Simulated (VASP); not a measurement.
Consider the following.

```
BP
1.0
    0.00000     2.28241     2.28241
    2.28241     0.00000     2.28241
    2.28241     2.28241     0.00000
B P
1 1
Cartesian
  0.00000   0.00000   0.00000
  1.14120   1.14120   1.14120
```

These are revPBE GGA, VASP's PBE PAW potentials (set 64) (plane waves; VASP 6.6.1) values and carry that method's errors. Settings: 520 eV cut-off, Gaussian smearing of 0.050 eV, potentials B P.

**Question.** What does the run give for the band gap (along the path) with the smallest direct gap where there is one?

**Answer.** 
```
Property                               Result
------------------------------------  -------
band gap (along the path)             1.27 eV
smallest direct gap (along the path)  3.37 eV
```

The absolute energy has meaning only against runs of the same code, potentials and settings.

The compound is BP in the zinc blende structure. It was relaxed first.
